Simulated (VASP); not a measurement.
Here is the system:

```
CELL_PARAMETERS angstrom
      1.27065    -2.20084     0.00000
      1.27065     2.20084     0.00000
      0.00000     0.00000     4.20239
ATOMIC_POSITIONS crystal
  B  0.66667 0.33333 0.50024
  B  0.33333 0.66667 0.00024
  N  0.66667 0.33333 0.87476
  N  0.33333 0.66667 0.37476
```

Level of theory: AM05 GGA, VASP's PBE PAW potentials (set 64) (plane waves; VASP). Run with 520 eV cut-off, Gaussian smearing of 0.050 eV, potentials B N.

Estimate the band gap (along the path) with the smallest direct gap where there is one.

The band gap (along the path) comes out as 4.97 eV and the smallest direct gap (along the path) is 8.21 eV.

Only differences to runs with the same potentials and settings are physical.

The compound is BN in the wurtzite structure, a metastable high-pressure form. It was relaxed first.
